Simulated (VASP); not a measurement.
Ti3Sb4:

```xyz
7
Lattice="-3.4995 3.4995 3.4995 3.4995 -3.4995 3.4995 3.4995 3.4995 -3.4995" Properties=species:S:1:pos:R:3 pbc="T T T"
Ti    3.4995    0.0000    0.0000
Ti    0.0000    3.4995    0.0000
Ti    0.0000    0.0000    3.4995
Sb    1.7497    1.7497    1.7497
Sb    1.7497    1.7497   -1.7497
Sb    1.7497   -1.7497    1.7497
Sb   -1.7497    1.7497    1.7497
```

The cell was built by a generator and needn't be a form met in nature.

The cell isn't the ideal one: random cell by space group and Wyckoff sites (Im-3m, No. 229).

* Program: VASP 6.6.1
* Task: relaxation of cell and atoms
* Functional: PBE
* Potentials or basis: VASP PAW PBE potentials, release 64 (Ti_sv, Sb)
* Cutoff: 600 eV
* k mesh: 4 × 4 × 4
* Occupations: gaussian, width 0.1 eV
* Spin: no spin polarisation

At the start: pressure -5.9 GPa; volume 24.49 Å³/atom.

Task: How do energy, volume and symmetry change on relaxing?

Result: Over 3 steps the energy falls by 42.1 meV/atom and the volume is 22.39 Å³/atom (-8.6 %); space group Im-3m (No. 229, to 0.05 Å).

Step by step:
```csv
step,energy change (eV),largest force (eV/Å),pressure (GPa),volume (Å³)
1,0.0000,0.0000,-5.89,171.42
2,-0.2181,0.0000,3.83,150.03
3,-0.2946,0.0000,-0.01,156.70
```

Final structure:
```
CELL_PARAMETERS angstrom
-3.39625 3.39625 3.39625
3.39625 -3.39625 3.39625
3.39625 3.39625 -3.39625
ATOMIC_POSITIONS crystal
Ti 0.00000 0.50000 0.50000
Ti 0.50000 0.00000 0.50000
Ti 0.50000 0.50000 0.00000
Sb 0.50000 0.50000 0.50000
Sb 0.00000 0.00000 0.50000
Sb 0.00000 0.50000 0.00000
Sb 0.50000 0.00000 0.00000
```
